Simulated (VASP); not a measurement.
An input for Ansatz (written as the equivalent of a VASP run, and not itself run):

Ansatz 0.2 input:
```yaml
crystal:
  lattice:
    - [0.0000000, 2.7086025, 2.7086025]
    - [2.7086025, 0.0000000, 2.7086025]
    - [2.7086025, 2.7086025, 0.0000000]
  atoms:
    - { symbol: Cu, position: [1.0000000, 1.0000000, 1.0000000] }
    - { symbol: Cl, position: [0.2500000, 0.2500000, 0.2500000] }
kpoints:
  mp_grid: { grid: [8, 8, 8] }
hamiltonian:
  xc: pbe
  pseudopotentials: { kind: paw }
scf:
  occupations: { method: gaussian, width: 0.05 }
  max_iter: 100
relax:
  max_steps: 40
  f_tol: 0.01
  cell: { p_target: 1 }
output: { forces: true, stress: true, eigenvalues: true }
```

### Question
Translate this input to VASP (INCAR, KPOINTS, POSCAR, choice of POTCAR).

### Answer
This is not unique; one that fits is 
### POSCAR
```
CuCl
1
    0.0000000000     2.7086024793     2.7086024793
    2.7086024793     0.0000000000     2.7086024793
    2.7086024793     2.7086024793    -0.0000000000
Cu Cl
1 1
Direct
  1.0000000000   1.0000000000   1.0000000000
  0.2500000000   0.2500000000   0.2500000000
```

INCAR:
```
SYSTEM=CuCl
PREC=Accurate; ENCUT=480; LREAL=.FALSE.
LASPH=.TRUE.
EDIFF=1E-7; NELM=100; ALGO=Normal
LMAXMIX=4
ISMEAR=0; SIGMA=0.05
GGA=PE
IBRION=2; NSW=40; ISIF=3
EDIFFG=-0.01; PSTRESS=10
LWAVE=.FALSE.; LCHARG=.FALSE.
```

KPOINTS:
```
K-points
0
gamma
  8 8 8
0 0 0
```

POTCAR, in this order: Cu Cl (PBE.64 set). Program: vasp_std.

What does not carry over: each code has its own PAW files, so the cut-off isn't converted (ENCUT is set for VASP's; basis.ecutwfc is left out, and Ansatz then takes the one that its files recommend); Ansatz stops its SCF on the density residual and VASP on the energy change (EDIFF).

The compound is CuCl in the zinc blende structure. This run relaxes it under an external pressure of 1 GPa. Symmetry was kept, so distortions that lower it aren't found.
